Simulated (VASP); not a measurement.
```yaml
crystal:
  lattice:
    - [0.00000, 3.19737, 3.19737]
    - [3.19737, 0.00000, 3.19737]
    - [3.19737, 3.19737, 0.00000]
  atoms:
    - { symbol: Te, position: [0.50000, 0.50000, 0.50000] }
    - { symbol: Pb, position: [0.00000, 0.00000, 0.00000] }
```

These are vdW-DF-cx, VASP's PBE PAW potentials (set 64) (plane waves; VASP 6.6.1) values and carry that method's errors. Numerical set-up: 520 eV cut-off, 7×7×7 Γ-centred mesh, Gaussian smearing of 0.050 eV, potentials Te Pb_d.

Q: What does the run give for the energy per atom (σ→0), pressure?

A: 
| Quantity | Result |
|---|---|
| energy per atom (σ→0) | -1.328 eV/atom |
| pressure | 1.48 GPa |

The absolute energy has meaning only against runs of the same code, potentials and settings.

The compound is PbTe in the rock salt structure. This cell is one point of a volume scan, at 0.97 of the reference volume.
